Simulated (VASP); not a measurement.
An input for Ansatz (written as the equivalent of a VASP run, and not itself run):

Ansatz 0.2 input:
```yaml
crystal:
  lattice:
    - [7.6267126, 0.0000000, 0.0000000]
    - [-3.8133563, 6.6049270, 0.0000000]
    - [0.0000000, 0.0000000, 2.9137828]
  atoms:
    - { symbol: Si, position: [0.2312521, 0.8250933, 0.7500000] }
    - { symbol: Si, position: [0.7687479, 0.1749067, 0.2500000] }
    - { symbol: Si, position: [0.4061588, 0.2312521, 0.2500000] }
    - { symbol: Si, position: [0.5938412, 0.7687479, 0.7500000] }
    - { symbol: Si, position: [0.1749067, 0.4061588, 0.7500000] }
    - { symbol: Si, position: [0.8250933, 0.5938412, 0.2500000] }
    - { symbol: N, position: [0.3333330, 0.6666670, 0.7500000] }
    - { symbol: N, position: [0.6666670, 0.3333330, 0.2500000] }
    - { symbol: N, position: [0.9692465, 0.6698349, 0.7500000] }
    - { symbol: N, position: [0.0307535, 0.3301651, 0.2500000] }
    - { symbol: N, position: [0.2994116, 0.9692465, 0.2500000] }
    - { symbol: N, position: [0.7005884, 0.0307535, 0.7500000] }
    - { symbol: N, position: [0.3301651, 0.2994116, 0.7500000] }
    - { symbol: N, position: [0.6698349, 0.7005884, 0.2500000] }
kpoints:
  mp_grid: { grid: [3, 3, 7] }
hamiltonian:
  xc: r2scan
  pseudopotentials: { kind: paw }
scf:
  occupations: { method: gaussian, width: 0.05 }
  max_iter: 100
relax:
  max_steps: 60
  f_tol: 0.02
  cell: {}
output: { forces: true, stress: true, eigenvalues: true }
```

Problem. Write the VASP files for the same calculation (r2SCAN).

Solution. This is not unique; one that fits is 
**INCAR**
```
# general
SYSTEM   =  Si3N4
PREC     =  Accurate
ENCUT    =  520
LREAL    =  Auto
LASPH    =  .True.

# electronic loop
EDIFF    =  1E-6
NELM     =  100
ALGO     =  Normal
LMIXTAU  =  .True.

# smearing
ISMEAR   =  0
SIGMA    =  0.05

# functional
METAGGA  =  R2SCAN

# ions
IBRION   =  2
NSW      =  60
ISIF     =  3
EDIFFG   =  -0.02

# output
LWAVE    =  .False.
LCHARG   =  .False.
```

**KPOINTS**
```
Automatic
0
gamma
  3 3 7
```

### POSCAR
```
Si3N4
1
    7.6267126096     0.0000000031     0.0000000000
   -3.8133563075     6.6049270431     0.0000000000
    0.0000000000    -0.0000000000     2.9137828033
Si N
6 8
Direct
  0.2312521183   0.8250932811   0.7500000000
  0.7687478817   0.1749067189   0.2500000000
  0.4061588372   0.2312521183   0.2500000000
  0.5938411628   0.7687478817   0.7500000000
  0.1749067189   0.4061588372   0.7500000000
  0.8250932811   0.5938411628   0.2500000000
  0.3333330000   0.6666670000   0.7500000000
  0.6666670000   0.3333330000   0.2500000000
  0.9692464583   0.6698348519   0.7500000000
  0.0307535417   0.3301651481   0.2500000000
  0.2994116063   0.9692464583   0.2500000000
  0.7005883937   0.0307535417   0.7500000000
  0.3301651481   0.2994116063   0.7500000000
  0.6698348519   0.7005883937   0.2500000000
```

POTCAR, in this order: Si N (PBE.64 set). Program: vasp_std.

Limits of the translation: each code has its own PAW files, so the cut-off isn't converted (ENCUT is set for VASP's; basis.ecutwfc is left out, and Ansatz then takes the one that its files recommend); Ansatz stops its SCF on the density residual and VASP on the energy change (EDIFF).

The structure comes from a computed database's Si3N4 entry (P6_3/m); how it stands against other phases isn't given here. This run relaxes it. Symmetry was kept, so distortions that lower it aren't found. The start is the result of an earlier pass.
